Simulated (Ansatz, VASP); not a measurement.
# Cross-check of Tl2Te between VASP and Ansatz

Wanted: the spread between two codes on one cell, functional and k mesh. The cell is generated by rule, not measured, and may not be a known phase. The cell is taken from a series of runs on this material, whose earlier steps may have relaxed, scaled, displaced or heated it; both programs get it as it stands.

Method: plane waves, with VASP 6.6.1 beside it; zone-centre phonons at PBEsol, in Ansatz 0.2.0.

The structure was built from a prototype and need not be the compound's stable phase.

## Step 1: Starting point

Symmetry: Pmmn, No. 59, orthorhombic system. The conventional cell has a = 4.482 Å, b = 7.650 Å, c = 6.371 Å, α = 90.00°, β = 90.00°, γ = 90.00°. Nearest to Te lie 6 Tl at 3.20 Å. Tl has 3 Te at 3.20 Å and 3 Tl at 3.51 to 3.58 Å nearest. Farther neighbours and most contacts between anions are not listed.

As a file:

```cif
data_structure
_symmetry_space_group_name_H-M 'Pmmn:1'
_symmetry_Int_Tables_number 59
_cell_length_a 4.4817
_cell_length_b 7.6505
_cell_length_c 6.3705
_cell_angle_alpha 90.000
_cell_angle_beta 90.000
_cell_angle_gamma 90.000
_cell_volume 218.43
loop_
_atom_site_label
_atom_site_type_symbol
_atom_site_symmetry_multiplicity
_atom_site_Wyckoff_symbol
_atom_site_fract_x
_atom_site_fract_y
_atom_site_fract_z
_atom_site_occupancy
Te1 Te 2 b 0.00000 0.50000 0.12749 1
Tl1 Tl 4 e 0.00000 0.26619 0.71135 1
```

## Step 2: Ansatz: zone-centre phonons, PBEsol

Ansatz runs on its default PAW (the set named soft_2) files.

Second derivatives magnify differences that forces hide, and they need a tight electronic threshold.

input.yaml reads:

```yaml
crystal:
  lattice:
    - [4.4817267251, 0.0, 0.0]
    - [0.0, 7.6504958525, 0.0]
    - [0.0, 0.0, 6.3705465303]
  atoms:
    - { symbol: Te, position: [0.0, 0.5, 0.1274939752] }
    - { symbol: Te, position: [0.5, 0.0, 0.8725060248] }
    - { symbol: Tl, position: [0.0, 0.2661941799, 0.7113537599] }
    - { symbol: Tl, position: [0.5, 0.7661941799, 0.2886462401] }
    - { symbol: Tl, position: [0.0, 0.7338058201, 0.7113537599] }
    - { symbol: Tl, position: [0.5, 0.2338058201, 0.2886462401] }
kpoints:
  mp_grid: { grid: [8, 4, 6] }
hamiltonian:
  xc: pbesol
scf:
  occupations: { method: gaussian, width: 0.01 }
output:
  eigenvalues: true
phonons:
  method: dfpt
```

Command:

```console
> ansatz run input.yaml --threads 4 --pin off --max-ram 7168MiB --backend cpu --events-out ev --progress --plain --runs-dir out
```

Numbers of over 12 decimals in the logs are rounded to 6 here.

Log:

```text
zone centre: on kpoints.mp_grid the ground state, and the responses unless they are solved on pairs of k-points, stand on 70 of the mesh's 192 k-points, reduced under 2 symmetry operations, with k and −k counted as one. Each operation leaves every solved displacement unchanged or reverses it
Engine: ansatz 0.2.0, aarch64-unknown-linux-gnu
Pseudopotentials: kind: paw
Pseudopotential: Te, paw, valence charge 16, recommended cutoff 420 eV (normal), Te.paw.azcp
Pseudopotential: Tl, paw, valence charge 13, recommended cutoff 420 eV (normal), Tl.paw.azcp
Functional definition: PBEsol
  exchange = pbesol_x
  correlation = pbesol_c
Crystal: 6 atoms, lattice volume = 218.430 Å³
Basis set: ecut = 420 eV, 4263 PW (Γ), exchange–correlation on 60×108×90 points (8 copies of the dense FFT grid, shifted against one another)
Bands: 51, of which v1, the nominal top of the filled ones, is band 42 counted from 1 (41 counted from 0)
Symmetry: 8 space group operations
k-points: 70 of 192 (irreducible under 2 space group operations, time reversal used)
Non-local potential: Te, projectors of the file, l = 0: 2, l = 1: 2, l = 2: 2, l = 3: 2
Non-local potential: Tl, projectors of the file, l = 0: 2, l = 1: 2, l = 2: 2, l = 3: 1
PAW form: soft (Blöchl's): semilocal exchange-correlation on the pseudo side does not see the compensation charge
PAW frozen core: Te, regenerated for the run's functional, and the local potential with it (the file was generated under x = pbe(κ = 0.804, μ = 0.219515), c = pbe(β = 0.066725))
PAW frozen core: Tl, regenerated for the run's functional, and the local potential with it (the file was generated under x = pbe(κ = 0.804, μ = 0.219515), c = pbe(β = 0.066725))
PAW one-centre angular grid: Te, 590 points (default); XC on 64 Gauss nodes
PAW one-centre angular grid: Tl, 590 points (default); XC on 64 Gauss nodes
Initial density: superposition of atomic densities (neutral atoms: chi_scale 0, normalization atom), corrected by the library's trained network
Initial wavefunctions: pseudopotential atomic-orbital guess
Functional: x = pbesol(κ = 0.804, μ = 0.123457), c = pbesol(β = 0.046)
SCF iter   1: F=—  HF=-58986.767316 eV  |F-HF|=—  |Δ(HF+E_count)|=         —  Δρ=2.63e-3  dr2=2.18e-2  ethr=1.77e-3  ⟨swp⟩=7.1  Hψ=14666  notcnv=0
preconditioner: auto → LDOS  [insulator: Δε(μ)=0.131 eV  Ē_g=11.569 eV  σ=0.010 eV  W_gap=0.50  n_scr=42 (ndim 8)  ℏωp=20.1 eV  f_vac=0.076  D(μ)=1.18/eV (n_scr^D=4)  ε∞_Penn≈4.0  β→1.0]
SCF iter   2: F=—  HF=-58986.762132 eV  |F-HF|=—  |Δ(HF+E_count)|=   5.18e-3  Δρ=2.18e-3  dr2=1.46e-2  ethr=2.59e-5  ⟨swp⟩=3.0  Hψ=9114  notcnv=0  defer=205
SCF iter   3: F=—  HF=-58986.756423 eV  |F-HF|=—  |Δ(HF+E_count)|=   5.71e-3  Δρ=3.52e-4  dr2=4.84e-4  ethr=1.74e-5  ⟨swp⟩=2.9  Hψ=6332  notcnv=0  defer=205
SCF iter   4: F=—  HF=-58986.756337 eV  |F-HF|=—  |Δ(HF+E_count)|=   8.66e-5  Δρ=1.07e-4  dr2=4.47e-5  ethr=5.76e-7  ⟨swp⟩=2.1  Hψ=6140  notcnv=0  defer=205
SCF iter   5: F=—  HF=-58986.756334 eV  |F-HF|=—  |Δ(HF+E_count)|=   3.09e-6  Δρ=2.46e-5  dr2=1.71e-6  ethr=5.32e-8  ⟨swp⟩=2.0  Hψ=6025  notcnv=0  defer=205
SCF iter   6: F=—  HF=-58986.756358 eV  |F-HF|=—  |Δ(HF+E_count)|=   2.38e-5  Δρ=9.31e-6  dr2=4.14e-7  ethr=2.04e-9  ⟨swp⟩=2.0  Hψ=5605  notcnv=0  defer=205
SCF iter   7: F=—  HF=-58986.756358 eV  |F-HF|=—  |Δ(HF+E_count)|=   6.01e-9  Δρ=2.27e-6  dr2=1.35e-8  ethr=4.93e-10  ⟨swp⟩=2.0  Hψ=5416  notcnv=0  defer=205
SCF iter   8: F=—  HF=-58986.756358 eV  |F-HF|=—  |Δ(HF+E_count)|=   2.02e-8  Δρ=5.61e-7  dr2=1.22e-9  ethr=1.60e-11  ⟨swp⟩=2.0  Hψ=5605  notcnv=0  defer=205
SCF iter   9: F=—  HF=-58986.756358 eV  |F-HF|=—  |Δ(HF+E_count)|=   1.62e-9  Δρ=1.83e-7  dr2=1.19e-10  ethr=1.45e-12  ⟨swp⟩=2.8  Hψ=6137  notcnv=0  defer=205
SCF iter  10: F=-58986.756358 eV  HF=-58986.756358 eV  |F-HF|=0.00e0  |Δ(HF+E_count)|=  1.67e-10  Δρ=3.53e-8  dr2=5.36e-12  ethr=1.00e-12  ⟨swp⟩=10.8  Hψ=20104  notcnv=0
SCF 1 converged in 10 iterations: F = -58986.756358 eV  dr2 = 5.36e-12
  greatest PAW one-centre occupation: 0.998 electrons in one spin orbital (limit 2), on the Te atom at site 1 (counted from 0), in its partial waves of l = 2
DFPT response loops at Γ: preconditioner auto → Kerker (q_TF=auto, 2.327 Å⁻¹) (partly filled bands, converged f_vac=0.074); β = 1.00, the filter's whole step (`scf.mixing.beta` (0.50) is not read by the response loops under this deck's `scf.mixing.preconditioner`; to damp them name `kerker` or `kerker_dos`, under which they read `scf.mixing.beta`, and type it under 1.00, their step now; both keys bind the ground state too); Broyden in place of MSR1
SCF converged after 10 iterations
Free energy (F): -58986.756358 eV
Harris-Foulkes:  -58986.756358 eV  (|F-HF|=0.00e0)
Internal energy: -58986.756299 eV  (E = F + TS)
E sigma→0 (E₀):  -58986.756328 eV
Entropy (-TS):   -0.000059 eV (-0.010 meV/atom)
Fermi energy:    7.313392 eV
--- Per-component energies (eV) ---
  E_band       = -673.044591
  E_kinetic    = 1692.610424
  E_local      = -7165.831188  (includes V_loc(G=0)·N_el)
  E_nonlocal   = 662.523618
  E_hartree    = 3382.028080
  E_xc         = -1162.247972
  E_vxc        = -776.957299  (∫ρ·V_xc dr)
  E_paw        = -49235.742084  (= ΣΔE_a)
  E_vpaw       = -1849.446131  (= ΣTr[D̂ρ^β])
  E_aug_tail   = -0.000257  (compensation charges beyond the density's cutoff)
  E_ewald      = -7160.999611
  E_core_change = 0.902691  (= ΣΔE_core)
  E_smearing   = -0.000059  (= −TS)
  E_closure    = 0.000000  (closes the sum)
  Σ components = -58986.756358   (vs F -58986.756358, Δ=0.00e0)
--- Band table (eV; the first three rows and the last of 70) ---
  k-point 0: bands = [... 38 lower, 5.5980, 6.2994, 6.3416, 6.4072, 7.6834, 8.3795, 9.6426, 10.5924, ... 5 higher]
  k-point 1: bands = [... 38 lower, 6.1000, 6.3732, 6.3945, 6.6654, 7.6216, 8.4177, 9.7650, 10.3539, ... 5 higher]
  k-point 2: bands = [... 38 lower, 6.2803, 6.4217, 7.0390, 7.1085, 7.8657, 8.4991, 10.0107, 10.0158, ... 5 higher]
  k-point 69: bands = [... 38 lower, 6.0182, 6.0182, 6.2040, 6.2040, 7.9843, 7.9843, 9.6845, 9.6845, ... 5 higher]
--- Phonons (Γ-DFPT): 6 representative perturbations + reference, on 70 of 192 k-points (Σ response iterations 18) ---
  k mesh reduced under 2 symmetry operations, with k and −k counted as one. Each operation leaves every solved displacement unchanged or reverses it
  ASR residual: 8.012e-5 → 0.000e0 eV/Å²; symmetrization residual: 3.130e-5 eV/Å²
  ASR residual per site (eV/Å²): 8.01e-5 8.01e-5 2.51e-5 2.51e-5 2.51e-5 2.51e-5
  Γ frequencies (cm⁻¹): 0.00 0.00 0.00 27.16 30.80 32.43 37.28 39.31 50.49 52.01 65.83 66.45 80.34 82.60 84.79 85.06 88.25 108.25
  non-analytic LO–TO correction: not included (Born effective charges unavailable; polar crystals: no LO–TO splitting at Γ)
```

Reading the cycles: dr2 is the Hartree energy of the density residual (eV), the measure of convergence; HF is the Harris–Foulkes estimate of the energy, which meets the free energy F at convergence.

## Step 3: VASP: zone-centre phonons, PBEsol

The same cell, functional, mesh and smearing now go to VASP, with its own data sets.

Lines of VASP's logs that name or quote its potential files are left out, and so is its time.

INCAR reads:

```
SYSTEM = Tl2Te
PREC = Accurate
ENCUT = 500
EDIFF = 1E-08
NELM = 120
ISMEAR = 0
SIGMA = 0.01
LREAL = .FALSE.
ALGO = Normal
GGA = PS
NBANDS = 39
LORBIT = 11
LWAVE = .FALSE.
LCHARG = .FALSE.
ISIF = 2
IBRION = 8
LASPH = .TRUE.
GGA_COMPAT = .FALSE.
KPAR = 2
```

POSCAR reads:

```
Tl2Te
1.0
    4.4817267251      0.0000000000      0.0000000000
    0.0000000000      7.6504958525      0.0000000000
    0.0000000000      0.0000000000      6.3705465303
Te Tl
2 4
Direct
    0.0000000000      0.5000000000      0.1274939752
    0.5000000000      0.0000000000      0.8725060248
    0.0000000000      0.2661941799      0.7113537599
    0.5000000000      0.7661941799      0.2886462401
    0.0000000000      0.7338058201      0.7113537599
    0.5000000000      0.2338058201      0.2886462401
```

KPOINTS reads:

```
Automatic mesh
0
Gamma
8 4 6
0 0 0
```

The projector-augmented-wave data sets are Te and Tl_d (PBE family, release 64).

Command:

```console
> mpirun -np 2 vasp_std
```

Log:

```text
[banner, memory and clock lines left out]
running    2 mpi-ranks, on    1 nodes
 distrk:  each k-point on    1 cores,    2 groups
 distr:  one band on    1 cores,    1 groups

 POSCAR found type information on POSCAR TeTl
 POSCAR found :  2 types and       6 ions
|                                                                             |
|               ----> ADVICE to this user running VASP <----                  |
|                                                                             |
|     You enforced a specific xc type in the INCAR file but a different       |
|     [... a line on the potential file left out ...]
|     I HOPE YOU KNOW WHAT YOU ARE DOING!                                     |
|                                                                             |

 LDA part: xc-table for (Slater+PW92), standard interpolation
 POSCAR, INCAR and KPOINTS ok, starting setup
 FFT: planning ... GRIDC
 FFT: planning ... GRID_SOFT
 FFT: planning ... GRID
 WAVECAR not read
 entering main loop
       N       E                     dE             d eps       ncg     rms          rms(c)
DAV:   1     0.343244934981E+03    0.34324E+03   -0.30332E+04  4696   0.140E+03
DAV:   2    -0.315891573932E+01   -0.34640E+03   -0.33466E+03  5181   0.295E+02
DAV:   3    -0.187409790399E+02   -0.15582E+02   -0.15199E+02  5423   0.489E+01
DAV:   4    -0.190523914608E+02   -0.31141E+00   -0.31120E+00  5547   0.671E+00
DAV:   5    -0.190582366997E+02   -0.58452E-02   -0.58448E-02  5633   0.976E-01    0.661E+00
DAV:   6    -0.186244467632E+02    0.43379E+00   -0.70987E-01  5098   0.429E+00    0.444E+00
DAV:   7    -0.186131038308E+02    0.11343E-01   -0.48974E-01  5185   0.268E+00    0.158E+00
DAV:   8    -0.186072624163E+02    0.58414E-02   -0.73242E-02  4918   0.140E+00    0.697E-01
DAV:   9    -0.186080438196E+02   -0.78140E-03   -0.10515E-02  5053   0.564E-01    0.193E-01
DAV:  10    -0.186077809270E+02    0.26289E-03   -0.18248E-03  5121   0.255E-01    0.574E-02
DAV:  11    -0.186080784320E+02   -0.29751E-03   -0.13041E-03  5019   0.127E-01    0.106E-01
DAV:  12    -0.186080385731E+02    0.39859E-04   -0.97986E-05  5226   0.482E-02    0.613E-02
DAV:  13    -0.186080722039E+02   -0.33631E-04   -0.70320E-05  4820   0.262E-02    0.183E-02
DAV:  14    -0.186080669451E+02    0.52588E-05   -0.15126E-05  5406   0.201E-02    0.827E-03
DAV:  15    -0.186080676049E+02   -0.65980E-06   -0.41243E-06  4904   0.694E-03    0.821E-03
DAV:  16    -0.186080680532E+02   -0.44833E-06   -0.36406E-07  5072   0.234E-03    0.457E-03
DAV:  17    -0.186080683040E+02   -0.25075E-06   -0.17075E-07  5009   0.148E-03    0.335E-03
DAV:  18    -0.186080682300E+02    0.73971E-07   -0.82111E-09  3355   0.429E-04    0.859E-04
DAV:  19    -0.186080681829E+02    0.47163E-07   -0.36107E-09  2690   0.279E-04    0.913E-04
DAV:  20    -0.186080681910E+02   -0.81191E-08   -0.95718E-10  2529   0.161E-04
   1 F= -.18608068E+02 E0= -.18608039E+02  d E =-.587697E-04
 Linear response reoptimize wavefunctions to high precision
DAV:   1    -0.186080682005E+02   -0.95442E-08   -0.10692E-09  2585   0.123E-04
DAV:   2    -0.186080682006E+02   -0.41837E-10   -0.10564E-10  2487   0.399E-05
 Linear response DOF=           6
 Linear response progress:
  Degree of freedom:   1/  6
       N       E                     dE             d eps       ncg     rms          rms(c)
RMM:   1    -0.496857812669E-01   -0.49686E-01    0.62350E-02 11718   0.556E-01
RMM:   2    -0.489359945420E-01    0.74979E-03   -0.20457E-03  9456   0.132E-01    0.574E-02
RMM:   3    -0.490729580032E-01   -0.13696E-03   -0.89470E-05  9799   0.315E-02    0.408E-02
RMM:   4    -0.492493305030E-01   -0.17637E-03   -0.30111E-05  9900   0.210E-02    0.467E-03
RMM:   5    -0.492583262443E-01   -0.89957E-05    0.14223E-07 10040   0.331E-03    0.249E-03
RMM:   6    -0.492499123847E-01    0.84139E-05   -0.15979E-07  9689   0.149E-03    0.333E-04
RMM:   7    -0.492525968597E-01   -0.26845E-05    0.12208E-08 10191   0.366E-04    0.205E-04
RMM:   8    -0.492529603705E-01   -0.36351E-06   -0.49640E-09  9665   0.193E-04    0.388E-05
RMM:   9    -0.492526842253E-01    0.27615E-06    0.65137E-09 10286   0.424E-05    0.328E-05
RMM:  10    -0.492527886335E-01   -0.10441E-06    0.11672E-08  9864   0.236E-05    0.349E-06
RMM:  11    -0.492527804520E-01    0.81815E-08    0.52901E-09  8980   0.488E-06    0.247E-06
 first order change of Fermi-energy   0.84875E-04
 force on displaced ion       1 direction 1 :  -2.468   0.000  -0.003
 Linear response progress:
  Degree of freedom:   2/  6
       N       E                     dE             d eps       ncg     rms          rms(c)
RMM:   1    -0.581316009879E-01   -0.58132E-01    0.69399E-02 13855   0.579E-01
RMM:   2    -0.568665886018E-01    0.12650E-02   -0.21615E-03  8483   0.138E-01    0.917E-02
RMM:   3    -0.568973282471E-01   -0.30740E-04   -0.20522E-04  8860   0.381E-02    0.525E-02
RMM:   4    -0.569655788106E-01   -0.68251E-04   -0.72765E-05  9055   0.228E-02    0.119E-02
RMM:   5    -0.569633010968E-01    0.22777E-05   -0.29435E-06  8981   0.624E-03    0.463E-03
RMM:   6    -0.569571390140E-01    0.61621E-05    0.84016E-07  9073   0.211E-03    0.886E-04
RMM:   7    -0.569564481100E-01    0.69090E-06    0.15770E-08  9195   0.740E-04    0.365E-04
RMM:   8    -0.569559082036E-01    0.53991E-06   -0.33096E-09  8961   0.275E-04    0.113E-04
RMM:   9    -0.569559965357E-01   -0.88332E-07   -0.80963E-09  9146   0.723E-05    0.313E-05
RMM:  10    -0.569559253788E-01    0.71157E-07    0.51301E-09  8902   0.353E-05    0.112E-05
RMM:  11    -0.569559196554E-01    0.57234E-08   -0.17011E-08  9324   0.122E-05    0.273E-06
 first order change of Fermi-energy  -0.57088E-04
 force on displaced ion       1 direction 2 :   0.000  -3.552  -0.002
 Linear response progress:
  Degree of freedom:   3/  6
       N       E                     dE             d eps       ncg     rms          rms(c)
RMM:   1    -0.560399916019E-01   -0.56040E-01    0.68275E-02 10319   0.565E-01
RMM:   2    -0.551031880522E-01    0.93680E-03   -0.19686E-03  7261   0.131E-01    0.683E-02
RMM:   3    -0.552054576152E-01   -0.10227E-03   -0.11390E-04  7577   0.330E-02    0.444E-02
RMM:   4    -0.553363090311E-01   -0.13085E-03   -0.53227E-05  7664   0.213E-02    0.674E-03
RMM:   5    -0.553403590147E-01   -0.40500E-05   -0.40929E-06  7757   0.398E-03    0.340E-03
RMM:   6    -0.553311363990E-01    0.92226E-05   -0.82802E-07  7578   0.171E-03    0.440E-04
RMM:   7    -0.553324523223E-01   -0.13159E-05   -0.10303E-07  7866   0.389E-04    0.321E-04
RMM:   8    -0.553325223903E-01   -0.70068E-07    0.42221E-08  7542   0.228E-04    0.681E-05
RMM:   9    -0.553322367007E-01    0.28569E-06    0.65532E-09  7906   0.708E-05    0.322E-05
RMM:  10    -0.553323601618E-01   -0.12346E-06   -0.20378E-08  7531   0.352E-05    0.119E-05
RMM:  11    -0.553323062703E-01    0.53892E-07    0.26109E-09  7895   0.123E-05    0.301E-06
RMM:  12    -0.553323056717E-01    0.59863E-09   -0.10687E-08  6502   0.488E-06    0.136E-06
 first order change of Fermi-energy  -0.38931E+00
 force on displaced ion       1 direction 3 :  -0.000  -0.000  -2.500
 Linear response progress:
  Degree of freedom:   4/  6
       N       E                     dE             d eps       ncg     rms          rms(c)
RMM:   1    -0.340501280513E+00   -0.34050E+00   -0.24069E-01 13217   0.294E+00
RMM:   2    -0.341141143572E+00   -0.63986E-03   -0.35023E-03 11750   0.353E-01    0.436E-02
RMM:   3    -0.341010819950E+00    0.13032E-03   -0.82802E-05 13258   0.486E-02    0.246E-02
RMM:   4    -0.340837214188E+00    0.17361E-03   -0.14479E-05 13492   0.158E-02    0.403E-03
RMM:   5    -0.340841757212E+00   -0.45430E-05   -0.14016E-06 13440   0.262E-03    0.223E-03
RMM:   6    -0.340853253844E+00   -0.11497E-04   -0.36313E-07 13158   0.228E-03    0.440E-04
RMM:   7    -0.340853926590E+00   -0.67275E-06   -0.23274E-08 13559   0.398E-04    0.236E-04
RMM:   8    -0.340853622382E+00    0.30421E-06   -0.36674E-08 13260   0.207E-04    0.189E-05
RMM:   9    -0.340853685974E+00   -0.63592E-07   -0.13245E-08 13698   0.283E-05    0.104E-05
RMM:  10    -0.340853691522E+00   -0.55483E-08   -0.18434E-09 13543   0.136E-05    0.278E-06
 first order change of Fermi-energy   0.94257E-05
 force on displaced ion       3 direction 1 :  -1.586   0.000   0.001
 Linear response progress:
  Degree of freedom:   5/  6
       N       E                     dE             d eps       ncg     rms          rms(c)
RMM:   1    -0.350332451366E+00   -0.35033E+00   -0.23887E-01  9313   0.294E+00
RMM:   2    -0.350679237913E+00   -0.34679E-03   -0.35453E-03  8211   0.356E-01    0.597E-02
RMM:   3    -0.350500269007E+00    0.17897E-03   -0.86179E-05  9306   0.515E-02    0.346E-02
RMM:   4    -0.350319622411E+00    0.18065E-03   -0.25797E-05  9420   0.188E-02    0.806E-03
RMM:   5    -0.350318448477E+00    0.11739E-05   -0.10561E-06  9381   0.415E-03    0.260E-03
RMM:   6    -0.350327299648E+00   -0.88512E-05   -0.89815E-07  9268   0.198E-03    0.803E-04
RMM:   7    -0.350328710450E+00   -0.14108E-05   -0.88304E-07  9481   0.594E-04    0.289E-04
RMM:   8    -0.350329566973E+00   -0.85652E-06   -0.15799E-07  9238   0.240E-04    0.782E-05
RMM:   9    -0.350329439716E+00    0.12726E-06   -0.12650E-07  9527   0.722E-05    0.284E-05
RMM:  10    -0.350329686847E+00   -0.24713E-06   -0.10519E-08  9009   0.479E-05    0.122E-05
RMM:  11    -0.350329707375E+00   -0.20528E-07   -0.10479E-08  9574   0.106E-05    0.415E-06
RMM:  12    -0.350329702581E+00    0.47941E-08   -0.44966E-09  8619   0.780E-06    0.135E-06
 first order change of Fermi-energy  -0.22402E+00
 force on displaced ion       3 direction 2 :   0.000  -2.090   0.062
 Linear response progress:
  Degree of freedom:   6/  6
       N       E                     dE             d eps       ncg     rms          rms(c)
RMM:   1    -0.347851646542E+00   -0.34785E+00   -0.23757E-01  9264   0.294E+00
RMM:   2    -0.348269684440E+00   -0.41804E-03   -0.34708E-03  8194   0.353E-01    0.640E-02
RMM:   3    -0.348039697651E+00    0.22999E-03   -0.11403E-04  9283   0.534E-02    0.346E-02
RMM:   4    -0.347826765268E+00    0.21293E-03   -0.33698E-05  9470   0.204E-02    0.885E-03
RMM:   5    -0.347813993138E+00    0.12772E-04   -0.26996E-06  9423   0.506E-03    0.301E-03
RMM:   6    -0.347820036303E+00   -0.60432E-05   -0.47197E-07  9360   0.218E-03    0.916E-04
RMM:   7    -0.347820448460E+00   -0.41216E-06    0.73888E-08  9536   0.631E-04    0.279E-04
RMM:   8    -0.347821612102E+00   -0.11636E-05   -0.65888E-08  9429   0.218E-04    0.758E-05
RMM:   9    -0.347821648950E+00   -0.36848E-07    0.59429E-08  9493   0.880E-05    0.290E-05
RMM:  10    -0.347821984189E+00   -0.33524E-06    0.31881E-08  9403   0.402E-05    0.756E-06
RMM:  11    -0.347822004345E+00   -0.20156E-07    0.73019E-09  9550   0.132E-05    0.325E-06
RMM:  12    -0.347822005354E+00   -0.10092E-08   -0.11868E-09  8147   0.616E-06    0.102E-06
 first order change of Fermi-energy   0.23251E+00
 force on displaced ion       3 direction 3 :   0.000   0.064  -2.161
 Linear response finished
```

(Part 1 of 2 ends here.)

[Lines on the potential files, build, host, timing and source positions are cut from VASP's logs without a mark.]

[Logs are printed without paths, hosts, clocks, repeated set-up lines and the standing remarks that a program may print on its own settings, such as how far it seeks lower states.]

[Hosts, paths, dates, database ids (printed as entryN), source tags and the programs' standing remarks are cut or masked in the printed files.]
